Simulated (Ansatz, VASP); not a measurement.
# Cross-check of SnH5CN2Cl3 between VASP and Ansatz

One calculation is typed for both programs; each brings its own data sets. How far apart do they land? The cell is taken from a series of runs on this material, whose earlier steps may have relaxed, scaled, displaced or heated it; both programs get it as it stands.

Method: plane waves, with VASP 6.6.1 beside it; G0W0 gap at PBE, in Ansatz 0.2.0.

### Step 1. The starting structure

It takes space group Amm2 (No. 38, orthorhombic). The conventional cell has a = 6.040 Å, b = 7.718 Å, c = 8.308 Å, α = 90.00°, β = 90.00°, γ = 90.00°. Sn has 6 Cl at 2.64 to 3.04 Å nearest. Nearest to H lie 1 N at 1.02 Å. H has 1 N at 1.01 Å nearest. Nearest to H lie 1 C at 1.09 Å. Nearest to C lie 1 H at 1.09 Å and 2 N at 1.31 Å. Nearest to N lie 2 H at 1.01 to 1.02 Å and 1 C at 1.31 Å. Farther neighbours and most contacts between anions are not listed.

As a file:

```
Sn H C N Cl
1.0
     6.04049    0.00000    0.00000
     0.00000    3.85919    4.15388
     0.00000   -3.85919    4.15388
Sn H C N Cl
1 5 1 2 3
Cartesian
  3.0202 0.0000 3.1499
  1.2324 0.0000 6.0121
  4.8081 0.0000 6.0121
  1.9909 0.0000 7.5976
  4.0496 0.0000 7.5976
  0.0000 0.0000 0.4302
  0.0000 0.0000 7.6453
  1.1526 0.0000 7.0288
  4.8879 0.0000 7.0288
  3.0202 1.9202 4.9600
  3.0202 -1.9202 4.9600
  0.0000 0.0000 3.4317
```

### Step 2. VASP: G0W0 gap, PBE

Quasiparticle shifts depend on high empty states and on the cores, so they are the hardest test of two PAW sets.

Lines of VASP's logs that name or quote its potential files are left out, and so is its time.

The run reads the wave functions of an earlier VASP run, which isn't shown here.

File INCAR:

```
SYSTEM = SnH5CN2Cl3
PREC = Accurate
ENCUT = 450
ISMEAR = 0
SIGMA = 0.01
LREAL = .FALSE.
GGA = PE
NBANDS = 755
ALGO = EVGW0
NELMGW = 1
ENCUTGW = 140
NOMEGA = 64
PRECFOCK = Fast
NBANDSGW = 35
LWAVE = .FALSE.
LCHARG = .FALSE.
```

File POSCAR:

```
SnH5CN2Cl3
1.0
    6.0404870000      0.0000000000      0.0000000000
    0.0000000000      3.8591910000      4.1538850000
    0.0000000000     -3.8591910000      4.1538850000
Sn H C N Cl
1 5 1 2 3
Direct
    0.5000000000      0.3791473433      0.3791473433
    0.2040232191      0.7236718177      0.7236718177
    0.7959767809      0.7236718177      0.7236718177
    0.3295888760      0.9145182277      0.9145182277
    0.6704111240      0.9145182277      0.9145182277
    0.0000000000      0.0517828811      0.0517828811
    0.0000000000      0.9202618522      0.9202618522
    0.1908067308      0.8460492313      0.8460492313
    0.8091932692      0.8460492313      0.8460492313
    0.5000000000      0.8458089138      0.3482450316
    0.5000000000      0.3482450316      0.8458089138
    0.0000000000      0.4130734247      0.4130734247
```

File KPOINTS:

```
Automatic mesh
0
Gamma
2 2 2
0 0 0
```

PAW data sets: Sn_d_GW, H_GW, C_GW, N_GW and Cl_GW (PBE family, release 64).

Launch:

```sh
export OMP_NUM_THREADS=3
mpirun -np 1 vasp_std
```

Numbers of over 12 decimals in the logs are rounded to 6 here.

Log:

```text
[banner, memory and clock lines left out]
running    1 mpi-ranks, on    1 nodes
 distrk:  each k-point on    1 cores,    1 groups
 distr:  one band on    1 cores,    1 groups
 Offloading initialized ...    1 GPUs detected
 POSCAR found type information on POSCAR SnH C N Cl
 POSCAR found :  5 types and      12 ions
|                                                                             |
|           W    W    AA    RRRRR   N    N  II  N    N   GGGG   !!!           |
|           W    W   A  A   R    R  NN   N  II  NN   N  G    G  !!!           |
|           W    W  A    A  R    R  N N  N  II  N N  N  G       !!!           |
|           W WW W  AAAAAA  RRRRR   N  N N  II  N  N N  G  GGG   !            |
|           WW  WW  A    A  R   R   N   NN  II  N   NN  G    G                |
|           W    W  A    A  R    R  N    N  II  N    N   GGGG   !!!           |
|                                                                             |
|     The default for ENCUTGWSOFT is different in this version of VASP.       |
|     please manually set ENCUTGWSOFT =140 in the INCAR file.                 |
|                                                                             |

 LDA part: xc-table for (Slater+PW92), standard interpolation
 found WAVECAR, reading the header
 POSCAR, INCAR and KPOINTS ok, starting setup
 FFT: planning ... GRIDC
 FFT: planning ... GRID_SOFT
 FFT: planning ... GRID
 reading WAVECAR
 the WAVECAR file was read successfully
 initial charge from wavefunction
 available memory per node:   1671.91 GB, setting MAXMEM to   1712031

 The Fermi energy was updated, please check that it is located mid-gap
 values below the HOMO (VB) or above the LUMO (CB) will cause erroneous energies
 E-fermi :   1.6587

 calculate exact exchange contribution
 the WAVEDER file was read successfully
energies w=
    0.000    0.000    0.565    0.000    1.129    0.000    1.690    0.000
    2.247    0.000    2.800    0.000    3.347    0.000    3.888    0.000
    4.422    0.000    4.948    0.000    5.468    0.000    5.980    0.000
    6.486    0.000    6.984    0.000    7.477    0.000    7.963    0.000
    8.445    0.000    8.922    0.000    9.395    0.000    9.866    0.000
   10.335    0.000   10.804    0.000   11.272    0.000   11.742    0.000
   12.215    0.000   12.691    0.000   13.172    0.000   13.660    0.000
   14.155    0.000   14.660    0.000   15.177    0.000   15.706    0.000
   16.251    0.000   16.813    0.000   17.396    0.000   18.001    0.000
   18.633    0.000   19.295    0.000   19.991    0.000   20.726    0.000
   21.506    0.000   22.337    0.000   23.227    0.000   24.183    0.000
   25.219    0.000   26.346    0.000   27.579    0.000   28.939    0.000
   30.447    0.000   32.133    0.000   34.034    0.000   36.197    0.000
   38.684    0.000   41.576    0.000   44.984    0.000   49.062    0.000
   54.028    0.000   60.209    0.000   68.107    0.000   78.544    0.000
   92.962    0.000  114.137    0.000  148.204    0.000  211.914    0.000
 responsefunction array rank=     736
 LDA part: xc-table for (Slater+PW92), standard interpolation

 min. memory requirement per mpi rank   1723.6 MB, per node   1723.6 MB

 allocating  64 responsefunctions rank=   736
 shmem allocating  64 responsefunctions rank=   736
 response function shared by NCSHMEM nodes    1
 Doing            64  frequencies on each core in blocks of            64
NQ=   1    0.0000    0.0000    0.0000,
|.........|.........|.........|.........|.........|.........|.........|.........
 performed        631000 updates of chi_q(r,r)
 total number of BLAS operations       2597.57 Gflops
NQ=   2    0.5000    0.0000    0.0000,
|.........|.........|.........|.........|.........|.........|.........|.........
 performed       1262000 updates of chi_q(r,r)
 total number of BLAS operations       5334.64 Gflops
NQ=   3    0.0000    0.5000    0.0000,
|.........|.........|.........|.........|.........|.........|.........|.........
 performed       1999000 updates of chi_q(r,r)
 total number of BLAS operations       8460.68 Gflops
NQ=   4    0.5000    0.5000    0.0000,
|.........|.........|.........|.........|.........|.........|.........|.........
 performed       2736000 updates of chi_q(r,r)
 total number of BLAS operations      11552.46 Gflops
NQ=   5    0.0000    0.5000    0.5000,
|.........|.........|.........|.........|.........|.........|.........|.........
 performed       3367000 updates of chi_q(r,r)
 total number of BLAS operations      14201.00 Gflops
NQ=   6    0.5000    0.5000    0.5000,
|.........|.........|.........|.........|.........|.........|.........|.........
 performed       3998000 updates of chi_q(r,r)
 total number of BLAS operations      16705.23 Gflops
 resolving degeneracies of screened two electron integrals

 calculate QP shifts <psi_nk| G(iteration)W_0 |psi_nk>: iteration 1
 entering main loop
```

Parts of OUTCAR (step 2):

```text
ion  position               nearest neighbor table
   1  0.500  0.379  0.379-  10 2.64  11 2.64
   2  0.204  0.724  0.724-   8 1.02
   3  0.796  0.724  0.724-   9 1.02
   4  0.330  0.915  0.915-   8 1.01
   5  0.670  0.915  0.915-   9 1.01
   6  0.000  0.052  0.052-   7 1.09
   7  0.000  0.920  0.920-   6 1.09   8 1.31   9 1.31
   8  0.191  0.846  0.846-   4 1.01   2 1.02   7 1.31
   9  0.809  0.846  0.846-   5 1.01   3 1.02   7 1.31
  10  0.500  0.846  0.348-   1 2.64
  11  0.500  0.348  0.846-   1 2.64
  12  0.000  0.413  0.413-

  LATTYP: Found a base centered orthorhombic cell.
 ALAT       =     7.7183820000
 B/A-ratio  =     1.0763616001
 C/A-ratio  =     0.7826105264

 Subroutine GETGRP returns: Found  4 space group operations
 (whereof  4 operations were pure point group operations)

The static configuration has the point symmetry C_2v.

 Found      6 irreducible k-points:

   k-points           NKPTS =      6   k-points in BZ     NKDIM =      8   number of bands    NBANDS=    755

   dimension x,y,z NGX =    42 NGY =   40 NGZ =   40
   dimension x,y,z NGXF=    84 NGYF=   80 NGZF=   80

   ENCUT  =  450.0 eV  33.07 Ry    5.75 a.u.  10.45  9.81  9.81*2*pi/ulx,y,z

   NELECT =      54.0000    total number of electrons

  energy-cutoff  :      450.00
  volume of cell :      193.67
      direct lattice vectors                 reciprocal lattice vectors
     6.040487000  0.000000000  0.000000000     0.165549566  0.000000000 -0.000000000
     0.000000000  3.859191000  4.153885000    -0.000000000  0.129560833  0.120369245
     0.000000000 -3.859191000  4.153885000     0.000000000 -0.129560833  0.120369245

 k-points in reciprocal lattice and weights: Automatic mesh
   0.00000000  0.00000000  0.00000000       0.125
   0.50000000  0.00000000  0.00000000       0.125
   0.00000000  0.50000000  0.00000000       0.250
   0.50000000  0.50000000  0.00000000       0.250
   0.00000000  0.50000000  0.50000000       0.125
   0.50000000  0.50000000  0.50000000       0.125

 E-fermi :   1.6587

 QP shifts <psi_nk| G(iteration)W_0 |psi_nk>: iteration 1
 for sc-GW calculations column KS-energies equals QP-energies in previous step
 and V_xc(KS)=  KS-energies - (<T + V_ion + V_H > + <T+V_H+V_ion>^1  + <V_x>^1)
 k-point   1 :       0.0000    0.0000    0.0000
  band No.  KS-energies  QP-energies   sigma(KS)   V_xc(KS)     V^pw_x(r,r')   Z            occupation Imag(sigma)
    ...
     24      -1.6655      -2.8340     -15.4409     -13.7772     -18.3794       0.7024       2.0000       0.1229
     25      -1.3217      -2.3610     -15.5605     -14.0765     -18.3274       0.7004       2.0000       0.1209
     26      -1.0874      -2.2158     -15.2180     -13.6024     -18.0237       0.6984       2.0000       0.1237
     27      -0.8824      -2.0449     -15.4363     -13.7616     -18.3644       0.6941       2.0000       0.1258
     28       3.7859       5.0192     -11.8038     -13.4882      -7.9840       0.7322       0.0000      -0.1011
     29       4.7766       5.3187      -8.7756      -9.4864      -4.8579       0.7628       0.0000      -0.0993
     30       5.3004       5.7552     -10.7630     -11.4004      -6.5709       0.7135       0.0000      -0.1596
     31       5.9053       6.3192      -9.5489     -10.1140      -5.4663       0.7323       0.0000      -0.1301
    ...

 k-point   2 :       0.5000    0.0000    0.0000
  band No.  KS-energies  QP-energies   sigma(KS)   V_xc(KS)     V^pw_x(r,r')   Z            occupation Imag(sigma)
    ...
     24      -1.2063      -2.3539     -15.0124     -13.3592     -17.8667       0.6942       2.0000       0.1275
     25      -1.0189      -2.0400     -17.2592     -15.8412     -19.9220       0.7201       2.0000       0.0980
     26      -0.8700      -2.0433     -15.4326     -13.7490     -18.3482       0.6969       2.0000       0.1249
     27      -0.6585      -1.5883     -15.1492     -13.8490     -17.1781       0.7151       2.0000       0.1055
     28       3.2665       3.6679      -9.9250     -10.4677      -6.1843       0.7395       0.0000      -0.0995
     29       3.8088       5.0927     -11.9141     -13.6720      -8.0137       0.7303       0.0000      -0.1025
     30       5.3451       5.9005      -9.3851     -10.1279      -5.3207       0.7477       0.0000      -0.1119
     31       6.0136       6.5171     -10.8130     -11.5214      -6.5605       0.7108       0.0000      -0.1481
    ...

 k-point   3 :       0.0000    0.5000    0.0000
  band No.  KS-energies  QP-energies   sigma(KS)   V_xc(KS)     V^pw_x(r,r')   Z            occupation Imag(sigma)
    ...
     24      -1.2320      -2.3616     -15.1191     -13.4997     -17.8938       0.6975       2.0000       0.1266
     25      -1.2113      -2.2739     -16.4589     -14.9674     -19.2155       0.7124       2.0000       0.1090
     26      -0.9688      -2.1410     -15.2440     -13.5573     -18.1591       0.6950       2.0000       0.1270
     27      -0.5371      -1.4654     -15.1682     -13.8859     -16.9637       0.7239       2.0000       0.1014
     28       3.4511       3.8977     -10.0502     -10.6541      -6.2123       0.7395       0.0000      -0.1014
     29       3.8184       5.0915     -11.9991     -13.7470      -8.1201       0.7284       0.0000      -0.1026
     30       4.8913       5.3199     -10.5421     -11.1353      -6.5278       0.7226       0.0000      -0.1406
     31       5.7126       6.4183      -9.9825     -10.9325      -5.8826       0.7429       0.0000      -0.1145
    ...

 k-point   4 :       0.5000    0.5000    0.0000
  band No.  KS-energies  QP-energies   sigma(KS)   V_xc(KS)     V^pw_x(r,r')   Z            occupation Imag(sigma)
    ...
     24      -1.3325      -2.3979     -17.0942     -15.6263     -19.7861       0.7257       2.0000       0.0998
     25      -1.1060      -2.2549     -15.1889     -13.5374     -18.0411       0.6957       2.0000       0.1252
     26      -0.8206      -1.9776     -15.5805     -13.9277     -18.4576       0.7000       2.0000       0.1219
     27       0.1039      -0.7649     -15.0856     -13.8985     -16.5496       0.7318       2.0000       0.0889
     28       2.8232       3.1830      -9.5222     -10.0061      -5.8688       0.7434       0.0000      -0.0946
     29       3.2950       3.7051      -9.8108     -10.3618      -5.9931       0.7441       0.0000      -0.0991
     30       3.9235       5.2766     -12.2835     -14.1495      -8.3610       0.7251       0.0000      -0.1042
     31       5.4969       5.9944     -10.4653     -11.1468      -6.4151       0.7299       0.0000      -0.1258
    ...

[... 2 further parts left out ...]
```

(Continued in part 2 of 2.)

[Lines on the potential files, build, host, timing and source positions are cut from VASP's logs without a mark.]

[Logs are printed without paths, hosts, clocks, repeated set-up lines and the standing remarks that a program may print on its own settings, such as how far it seeks lower states.]

[Hosts, paths, dates, database ids (printed as entryN), source tags and the programs' standing remarks are cut or masked in the printed files.]
